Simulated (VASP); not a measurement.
The input files of a VASP run:

**KPOINTS**
```
k-points along high-symmetry lines
5
Line-mode
Reciprocal
  0.000000   0.000000   0.000000 ! GAMMA
 -0.000000   0.500000   0.000000 ! M

 -0.000000   0.500000   0.000000 ! M
 -0.333333   0.666667   0.000000 ! K

 -0.333333   0.666667   0.000000 ! K
  0.000000   0.000000   0.000000 ! GAMMA

  0.000000   0.000000   0.000000 ! GAMMA
  0.000000   0.000000   0.500000 ! A

  0.000000   0.000000   0.500000 ! A
 -0.000000   0.500000   0.500000 ! L

 -0.000000   0.500000   0.500000 ! L
 -0.333333   0.666667   0.500000 ! H

 -0.333333   0.666667   0.500000 ! H
  0.000000   0.000000   0.500000 ! A

 -0.000000   0.500000   0.500000 ! L
 -0.000000   0.500000   0.000000 ! M

 -0.333333   0.666667   0.500000 ! H
 -0.333333   0.666667   0.000000 ! K
```

**POSCAR**
```
BN
1
    1.3005000000    -2.2525320000     0.0000000000
    1.3005000000     2.2525320000     0.0000000000
    0.0000000000     0.0000000000     4.3044000000
B N
2 2
Direct
  0.6666670000   0.3333330000   0.5000000000
  0.3333330000   0.6666670000   0.0000000000
  0.6666670000   0.3333330000   0.8750000000
  0.3333330000   0.6666670000   0.3750000000
```

### INCAR
```
SYSTEM = BN
PREC = Accurate
ENCUT = 520
EDIFF = 1E-6
NELM = 100
ALGO = Normal
LREAL = .FALSE.
LASPH = .TRUE.
ISMEAR = 0
SIGMA = 0.05
GGA = PE
LWAVE = .FALSE.
LCHARG = .FALSE.
ISIF = 2
```

POTCAR, in this order: B N (PBE.64 set). Program: vasp_std.

Q: Does this input run properly? What does VASP do?

A: There is a fault: a line-mode KPOINTS file was used for a self-consistent run. The run ends without an error. Against the sound run, the energy per atom (σ→0) rises by 0.417 eV/atom; the pressure increases by 7.69 GPa.

File standard output:
```
 POSCAR found type information on POSCAR B N
 POSCAR found :  2 types and       4 ions
 Reading from existing POTCAR
 Reading from existing POTCAR
 LDA part: xc-table for (Slater+PW92), standard interpolation
 POSCAR, INCAR and KPOINTS ok, starting setup
 WAVECAR not read
 entering main loop
       N       E                     dE             d eps       ncg     rms          rms(c)
DAV:   1     0.527826849280E+02    0.52783E+02   -0.87073E+03  1088   0.128E+03
DAV:   2    -0.325083376536E+02   -0.85291E+02   -0.78026E+02  1564   0.266E+02
DAV:   3    -0.351215549894E+02   -0.26132E+01   -0.25981E+01  1424   0.461E+01
DAV:   4    -0.351406809741E+02   -0.19126E-01   -0.19110E-01  1364   0.381E+00
DAV:   5    -0.351409320151E+02   -0.25104E-03   -0.25097E-03  1352   0.402E-01    0.954E+00
DAV:   6    -0.332259890032E+02    0.19149E+01   -0.57843E+00  1372   0.195E+01    0.442E+00
DAV:   7    -0.331154887662E+02    0.11050E+00   -0.24295E-01  1236   0.482E+00    0.274E+00
DAV:   8    -0.330880774625E+02    0.27411E-01   -0.78650E-02  1200   0.257E+00    0.248E-01
DAV:   9    -0.330868739750E+02    0.12035E-02   -0.29264E-03  1328   0.547E-01    0.117E-01
DAV:  10    -0.330871532104E+02   -0.27924E-03   -0.49332E-04  1276   0.213E-01    0.295E-02
DAV:  11    -0.330871611048E+02   -0.78944E-05   -0.97179E-05  1328   0.836E-02    0.145E-02
DAV:  12    -0.330871613937E+02   -0.28894E-06   -0.13380E-05  1344   0.350E-02    0.222E-03
DAV:  13    -0.330871615872E+02   -0.19347E-06   -0.26435E-07   720   0.572E-03
   1 F= -.33087162E+02 E0= -.33087162E+02  d E =-.119530E-10
```

OUTCAR:
```
------------------------ aborting loop because EDIFF is reached ----------------------------------------
  FORCE on cell =-STRESS in cart. coord.  units (eV):
  Direction    XX          YY          ZZ          XY          YZ          ZX
  --------------------------------------------------------------------------------------
  Total       -1.1700756     -1.1700755     -2.6700708      0.0000000      0.0000000      0.0000000
  in kB      -74.3362328    -74.3362278   -169.6326389      0.0000000      0.0000000      0.0000000
  external PRESSURE =    -106.1016998 kB  Pullay stress =       0.0000000 kB
  volume of cell :       25.22
      direct lattice vectors                 reciprocal lattice vectors
     1.300500000 -2.252532000  0.000000000     0.384467512 -0.221972429  0.000000000
     1.300500000  2.252532000  0.000000000     0.384467512  0.221972429  0.000000000
     0.000000000  0.000000000  4.304400000     0.000000000  0.000000000  0.232320416
  FREE ENERGIE OF THE ION-ELECTRON SYSTEM (eV)
  ---------------------------------------------------
  free  energy   TOTEN  =       -33.0871615872 eV

  energy  without entropy=      -33.0871615872  energy(sigma->0) =      -33.08716159
```
(Selected blocks of OUTCAR.)

To mend it, correct KPOINTS.
**KPOINTS**
```
Automatic mesh
0
Gamma
7 7 4
0 0 0
```
The mended run (PBE GGA, plane waves, VASP's PBE PAW potentials (set 64)) converges, and its OSZICAR ends with
```
   1 F= -.34754674E+02 E0= -.34754674E+02  d E =-.115354E-12
```

The compound is BN in the wurtzite structure, a metastable high-pressure form. The cell was not relaxed at this level.
